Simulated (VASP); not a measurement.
Here is the system:

```
LiH
1.0
    0.00000     2.08080     2.08080
    2.08080     0.00000     2.08080
    2.08080     2.08080     0.00000
Li H
1 1
Cartesian
  0.00000   0.00000   0.00000
  2.08080   2.08080   2.08080
```

Method: PBE GGA, VASP's PBE PAW potentials (set 64) (plane waves; VASP). Settings: LREAL = Auto, 520 eV cut-off, 10×10×10 Γ-centred mesh, Gaussian smearing of 0.050 eV, potentials Li_sv H.

Question: Give the stress tensor in GPa (positive for a compressed cell).

Answer: 
```
-3.57   0.00   0.00
 0.00  -3.57   0.00
 0.00   0.00  -3.57
```
The pressure is its mean diagonal, -3.57 GPa.

The compound is LiH in the rock salt structure. The cell was not relaxed at this level. The run is one of a series of settings (LREAL = Auto against the base run), some of them coarse on purpose.
